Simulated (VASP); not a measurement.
Energy against volume of HfC (rock salt). These are vdW-DF2, VASP's PBE PAW potentials (set 64) (plane waves; VASP 6.6.1) values and carry that method's errors. Settings: 520 eV cut-off, 13×13×13 Γ-centred mesh, first-order Methfessel-Paxton smearing of 0.10 eV, potentials Hf_pv C.

| V (Å³/atom) | E (eV/atom) |
|---|---|
| 12.804 | -7.97980 |
| 13.200 | -7.98821 |
| 13.596 | -7.98051 |
| 13.992 | -7.95898 |

Q: Fit these four points and predict the energy of the run at 12.408 Å³/atom.

A: A cubic in V^(−2/3), the third-order Birch-Murnaghan form, passes through the four points with V0 = 13.20 Å³/atom and B0 = 217 GPa, and gives -7.9526 eV/atom there. The run gave -7.9526 eV/atom, -0.0 meV/atom from the fit; all five points give B0 = 217 GPa.

The compound is HfC in the rock salt structure. It was relaxed first, which changed the volume by +6 %.
